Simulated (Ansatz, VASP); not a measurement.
# Cross-check of W2CF2 between VASP and Ansatz

Aim: how closely do two programs agree when they are given the same cell, functional and k mesh? The cell is taken from a series of runs on this material, whose earlier steps may have relaxed, scaled, displaced or heated it; both programs get it as it stands.

Program: Ansatz 0.2.0. Level of theory: plane waves, with VASP 6.6.1 beside it; zone-centre phonons at PBE. Results are calculated unless marked as measured.

### 1. Starting point

The cell holds 5 atoms: 1 C, 2 W and 2 F. Cell: a = 2.847 Å, b = 2.847 Å, c = 35.652 Å, α = 90.0°, β = 90.0°, γ = 120.0°. Vacuum lies along c.

### 2. Ansatz: zone-centre phonons, PBE

Ansatz runs on its PAW soft_1 files.

Second derivatives magnify differences that forces hide, and they need a tight electronic threshold.

Contents of input.yaml:

```yaml
crystal:
  lattice:
    - [2.8473259017, 0.0, 0.0]
    - [-1.4236629509, 2.4658565637, 0.0]
    - [0.0, 0.0, 35.6515995878]
  atoms:
    - { symbol: C, position: [0.0, 0.0, 0.2804923234] }
    - { symbol: W, position: [0.3333333333, 0.6666666667, 0.3195454898] }
    - { symbol: W, position: [0.6666666667, 0.3333333333, 0.241439157] }
    - { symbol: F, position: [0.6666666667, 0.3333333333, 0.3638973824] }
    - { symbol: F, position: [0.3333333333, 0.6666666667, 0.1970872644] }
  periodic: [true, true, false]
kpoints:
  mp_grid: { grid: [18, 18, 1] }
hamiltonian:
  xc: pbe
  pseudopotentials: { kind: paw, azcp: { folder: soft_1 } }
scf:
  occupations: { method: methfessel_paxton, width: 0.2 }
output:
  eigenvalues: true
phonons:
  method: dfpt
```

Command:

```console
$ ansatz run input.yaml --threads 4 --pin off --max-ram 16384MiB --backend cpu --events-out ev --progress --plain --runs-dir out
```

Numbers of over 12 decimals in the logs are rounded to 6 here.

Log:

```text
Warning: crystal.symmetry: narrowed to the stabiliser of the run's FFT grids — unitary ops 12 → 6. A phonons.method: dfpt run fills in the rows of the dynamical matrix that it does not solve by its symmetry operations, which is exact only for operations that map its FFT grids onto themselves: filled in by any other, the frequencies could depend on the order in which like atoms are typed, or, by more than the grids' own error, on where the crystal sits among the grids' points. Excluded: 6 operations. The run can therefore solve more perturbations, solve them on more k-points, or both, and cost more. [rest of the remark cut]
Engine: ansatz 0.2.0, aarch64-unknown-linux-gnu
Pseudopotentials: kind: paw
Pseudopotential: C, paw, valence charge 4, recommended cutoff 420 eV (normal), soft_1/C.paw.azcp
Pseudopotential: W, paw, valence charge 14, recommended cutoff 420 eV (normal), soft_1/W.paw.azcp
Pseudopotential: F, paw, valence charge 7, recommended cutoff 420 eV (normal), soft_1/F.paw.azcp
Functional definition: PBE
  parameter kappa = 0.804
  parameter beta = 0.066725
  exchange = pbe_x(kappa = kappa, mu = beta*pi^2/3)
  correlation = pbe_c(beta = beta)
Crystal: 5 atoms, lattice volume = 250.313 Å³
Basis set: ecut = 420 eV, 4919 PW (Γ), exchange–correlation on 40×40×480 points (8 copies of the dense FFT grid, shifted against one another)
Bands: 28, of which v1, the nominal top of the filled ones, is band 23 counted from 1 (22 counted from 0)
Symmetry: 12 space group operations
k-points: 91 of 324 (irreducible under 2 space group operations, time reversal used)
Non-local potential: C, projectors of the file, l = 0: 2, l = 1: 2, l = 2: 1
Non-local potential: W, projectors of the file, l = 0: 3, l = 1: 2, l = 2: 2, l = 3: 1
Non-local potential: F, projectors of the file, l = 0: 2, l = 1: 2, l = 2: 1
PAW form: soft (Blöchl's): semilocal exchange-correlation on the pseudo side does not see the compensation charge
PAW one-centre angular grid: C, 110 points (default); XC on 64 Gauss nodes
PAW one-centre angular grid: W, 590 points (default); XC on 64 Gauss nodes
PAW one-centre angular grid: F, 110 points (default); XC on 64 Gauss nodes
Initial density: superposition of atomic densities (neutral atoms: chi_scale 0, normalization atom)
Initial wavefunctions: pseudopotential atomic-orbital guess
Functional: x = pbe(κ = 0.804, μ = 0.219515), c = pbe(β = 0.066725)
SCF iter   1: F=—  HF=-22640.739913 eV  |F-HF|=—  |Δ(HF+E_count)|=         —  Δρ=6.18e-2  dr2=1.46e1  ethr=3.10e-3  ⟨swp⟩=12.2  Hψ=18965  notcnv=0
preconditioner: auto → LDOS  [metal: Δε(μ)=0.029 eV  Ē_g=11.288 eV  σ=0.200 eV  W_gap=0.12  n_scr=22 (ndim 8)  ℏωp=12.9 eV  f_vac=0.758  D(μ)=3.74/eV (n_scr^D=18)  β→1.0]
SCF iter   2: F=—  HF=-22637.534335 eV  |F-HF|=—  |Δ(HF+E_count)|=    3.21e0  S|Δr|=    0.00e0  Δρ=3.12e-2  dr2=1.29e0  ethr=3.10e-3  ⟨swp⟩=11.6  Hψ=31438  notcnv=0
automatic band count: the SCF goes on with 33 bands, as 28 were too few: they end inside the smearing window of the response
SCF iter   3: F=—  HF=-22637.424418 eV  |F-HF|=—  |Δ(HF+E_count)|=   1.10e-1  S|Δr|=    0.00e0  Δρ=1.39e-2  dr2=5.09e-1  ethr=2.81e-3  ⟨swp⟩=3.7  Hψ=7904  notcnv=0  defer=265
SCF iter   4: F=—  HF=-22637.300229 eV  |F-HF|=—  |Δ(HF+E_count)|=   1.24e-1  S|Δr|=    0.00e0  Δρ=2.69e-3  dr2=1.23e-2  ethr=1.11e-3  ⟨swp⟩=3.2  Hψ=6402  notcnv=0  defer=265
SCF iter   5: F=—  HF=-22637.300685 eV  |F-HF|=—  |Δ(HF+E_count)|=   4.56e-4  S|Δr|=    0.00e0  Δρ=5.88e-4  dr2=7.37e-4  ethr=2.67e-5  ⟨swp⟩=3.2  Hψ=6823  notcnv=0  defer=266
SCF iter   6: F=—  HF=-22637.300692 eV  |F-HF|=—  |Δ(HF+E_count)|=   6.75e-6  S|Δr|=    0.00e0  Δρ=1.88e-4  dr2=1.17e-4  ethr=1.60e-6  ⟨swp⟩=3.5  Hψ=6234  notcnv=0  defer=266
SCF iter   7: F=—  HF=-22637.300719 eV  |F-HF|=—  |Δ(HF+E_count)|=   2.73e-5  S|Δr|=    0.00e0  Δρ=5.58e-5  dr2=1.56e-5  ethr=2.54e-7  ⟨swp⟩=3.5  Hψ=5328  notcnv=0  defer=266
SCF iter   8: F=—  HF=-22637.300720 eV  |F-HF|=—  |Δ(HF+E_count)|=   5.14e-7  S|Δr|=    0.00e0  Δρ=2.32e-5  dr2=1.69e-6  ethr=3.39e-8  ⟨swp⟩=3.5  Hψ=5906  notcnv=0  defer=266
SCF iter   9: F=—  HF=-22637.300816 eV  |F-HF|=—  |Δ(HF+E_count)|=   9.67e-5  S|Δr|=    0.00e0  Δρ=4.99e-6  dr2=6.76e-8  ethr=3.67e-9  ⟨swp⟩=3.4  Hψ=5911  notcnv=0  defer=266
SCF iter  10: F=—  HF=-22637.300817 eV  |F-HF|=—  |Δ(HF+E_count)|=   4.95e-7  S|Δr|=    0.00e0  Δρ=1.53e-6  dr2=4.29e-9  ethr=1.47e-10  ⟨swp⟩=3.8  Hψ=6621  notcnv=0  defer=266
SCF iter  11: F=—  HF=-22637.300817 eV  |F-HF|=—  |Δ(HF+E_count)|=   5.86e-8  S|Δr|=    0.00e0  Δρ=3.48e-7  dr2=2.13e-10  ethr=9.32e-12  ⟨swp⟩=3.6  Hψ=6493  notcnv=0  defer=266
SCF iter  12: F=-22637.300817 eV  HF=-22637.300817 eV  |F-HF|=4.37e-11  |Δ(HF+E_count)|=   6.13e-9  S|Δr|=    0.00e0  Δρ=5.84e-8  dr2=5.61e-12  ethr=1.00e-12  ⟨swp⟩=27.5  Hψ=36653  notcnv=0
SCF 1 converged in 12 iterations: F = -22637.300817 eV  dr2 = 5.61e-12
  greatest PAW one-centre occupation: 0.999 electrons in one spin orbital (limit 2), on the W atom at site 2 (counted from 0), in its partial waves of l = 0
DFPT response loops at Γ: preconditioner auto → none (partly filled bands, converged f_vac=0.763); β = 0.50; Broyden in place of MSR1
SCF converged after 12 iterations
Stability not checked: this state was not tested for a lower state beside it, because cold or Methfessel-Paxton smearing, or corrected tetrahedra, fill the levels in a way that the test cannot read (fill_not_monotonic; see scf.lower_state_search)
Free energy (F): -22637.300817 eV
Harris-Foulkes:  -22637.300817 eV  (|F-HF|=4.37e-11)
Internal energy: -22637.290318 eV  (E = F + TS)
E sigma→0 (E₀):  -22637.298192 eV
Entropy (-TS):   -0.010499 eV (-2.100 meV/atom)
Fermi energy:    -5.684066 eV
--- Per-component energies (eV) ---
  E_band       = -1285.247028
  E_kinetic    = 1327.263002
  E_local      = -181981.441798  (includes V_loc(G=0)·N_el)
  E_nonlocal   = 147.320138
  E_hartree    = 90207.264910
  E_xc         = -735.564479
  E_vxc        = -717.288192  (∫ρ·V_xc dr)
  E_paw        = -17664.045508  (= ΣΔE_a)
  E_vpaw       = -475.631855  (= ΣTr[D̂ρ^β])
  E_aug_tail   = 0.001744  (compensation charges beyond the density's cutoff)
  E_ewald      = 86061.911672
  E_smearing   = -0.010499  (= −TS)
  E_closure    = -0.000000  (closes the sum)
  Σ components = -22637.300817   (vs F -22637.300817, Δ=0.00e0)
--- Band table (eV; the first three rows and the last of 91) ---
  k-point 0: bands = [... 19 lower, -9.0909, -9.0909, -7.0871, -7.0871, -5.3996, -5.0510, -5.0510, -4.6851, ... 6 higher]
  k-point 1: bands = [... 19 lower, -9.1148, -9.0998, -7.2318, -6.9905, -5.3843, -5.2605, -5.1336, -4.7068, ... 6 higher]
  k-point 2: bands = [... 19 lower, -9.1247, -9.0309, -7.5488, -6.7016, -5.7345, -5.3771, -5.1998, -4.6259, ... 6 higher]
  k-point 90: bands = [... 19 lower, -11.2739, -7.7340, -6.7388, -6.3378, -5.8503, -4.1208, -3.5097, -1.7665, ... 6 higher]
  ° read free of the cell's end (the report's vacuum.weakly_bound_levels)
--- Phonons (Γ-DFPT): 10 representative perturbations + reference, on 91 of 324 k-points (Σ response iterations 55) ---
  ASR residual: 4.275e-5 → 0.000e0 eV/Å²; symmetrization residual: 1.827e-5 eV/Å²
  The last average, over the group as it would stand without the narrowing to the FFT grids, took up to 1.218e-6 eV/Å² of the zone centre's force constants
  ASR residual per site (eV/Å²): 2.84e-5 4.24e-5 4.28e-5 2.77e-5 1.69e-5
  Γ frequencies (cm⁻¹): -79.69 -79.69 0.00 0.00 0.00 76.26 76.26 101.16 101.16 147.08 439.18 446.91 515.05 515.05 700.55
  non-analytic LO–TO correction: not included (Born effective charges unavailable; polar crystals: no LO–TO splitting at Γ)
```

The column dr2 measures how far the density is from self-consistency, as an energy; F and HF (Harris–Foulkes) agree once it is small.

[end of part 1 of 3]

[Lines on the potential files, build, host, timing and source positions are cut from VASP's logs without a mark.]

[Logs are printed without paths, hosts, clocks, repeated set-up lines and the standing remarks that a program may print on its own settings, such as how far it seeks lower states.]

[Hosts, paths, dates, database ids (printed as entryN), source tags and the programs' standing remarks are cut or masked in the printed files.]
